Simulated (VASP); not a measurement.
```
BeY3
1.0
   -2.37368     2.37368     5.28724
    2.37368    -2.37368     5.28724
    2.37368     2.37368    -5.28724
Y Be
3 1
Direct
  0.50000   0.50000   0.00000
  0.75000   0.25000   0.50000
  0.25000   0.75000   0.50000
  0.00000   0.00000   0.00000
```

Method: PBE GGA, VASP's PBE PAW potentials (set 64) (plane waves; VASP). Settings: 300 eV cut-off, 5×5×5 Γ-centred mesh, Fermi-Dirac smearing of 0.14 eV, potentials Y_sv Be.

At this cut-off the stress carries a Pulay error, which pulls relaxed volumes low. Energy and stress use the plane-wave basis of the starting cell.

**Question.** The ions, cell shape and volume are relaxed. Predict the relaxed structure.

**Answer.** 
```
BeY3
1.0
   -2.32006     2.32006     4.79299
    2.32006    -2.32006     4.79299
    2.32006     2.32006    -4.79299
Y Be
3 1
Direct
  0.50000   0.50000   0.00000
  0.75000   0.25000   0.50000
  0.25000   0.75000   0.50000
  0.00000   0.00000   0.00000
```
Space group I4/mmm (139), at a tolerance of 0.03 Å.

**Question.** How do energy and volume change from the first to the last step?

**Answer.** The energy (σ→0) changes by -80.8 meV/atom and the volume by -13.4 %, in 9 ionic steps.

| step | E(σ→0) (eV) | max force (eV/Å) | pressure (GPa) | volume (Å³) |
|---|---|---|---|---|
| 1 | -21.5555 | 0.000 | -4.67 | 119.16 |
| 2 | -21.8402 | 0.000 | -0.43 | 104.80 |
| 3 | -21.8454 | 0.000 | 0.08 | 103.49 |
| 4 | -21.8460 | 0.000 | 0.21 | 103.19 |
| 5 | -21.8600 | 0.000 | 0.18 | 103.09 |
| 6 | -21.8781 | 0.000 | 0.20 | 102.76 |
| 7 | -21.8792 | 0.000 | 0.21 | 102.70 |
| 8 | -21.8778 | 0.000 | -0.11 | 103.48 |
| 9 | -21.8785 | 0.000 | 0.00 | 103.20 |

The structure was generated: Y3Be was put into an ordered model structure, which need not be its known phase. This run relaxes it. Symmetry was kept, so distortions that lower it aren't found. The k-mesh is coarse (spacing up to 0.38 per Å, 2π included), so the numbers may not be converged in it. The run is one of a series of settings (EDIFFG = -0.01, IBRION = 2, ISIF = 3, NSW = 50 against the base run), some of them coarse on purpose. The electron count is odd and the run is not spin-polarised, which forces a metal.
